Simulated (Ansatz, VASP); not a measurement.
**Ba2SO in VASP and in Ansatz**

```
O Ba S
1.0
     4.10799    0.00000    0.00000
     0.00000    4.10799    0.00000
     0.00000    0.00000    6.07753
O Ba S
1 2 1
Direct
  0.00000 0.00000 0.00000
  0.00000 0.00000 0.50000
  0.50000 0.50000 0.00000
  0.50000 0.50000 0.50000
```

Change from the starting cell: biaxial_xy strain -4.3%.

Alike in both runs: task single point; functional PBE; k mesh 6 × 6 × 4; occupations fermi-dirac, width 0.02 eV; no spin polarisation.

```csv
,VASP,Ansatz
version,VASP 6.6.1,Ansatz 0.2.0
potentials or method,"VASP PAW PBE potentials, release 64 (O, Ba_sv, S)","plane waves, PAW"
plane-wave cutoff (eV),520,420
valence electrons in the cell,32,32
```

Ansatz gave:

```
gap on the k mesh at the Fermi level (eV)       : 1.48
pressure (GPa)                                  : 6.1
largest component of the traceless stress (GPa) : 3.37
```

Question: Which values does VASP return?

Answer: gap on the k mesh at the Fermi level (eV): 1.42; pressure (GPa): 7.2; largest component of the traceless stress (GPa): 3.77.

Caveats: spin-orbit coupling is left out, which moves the levels of the heavy elements. A k mesh can miss the band edges.
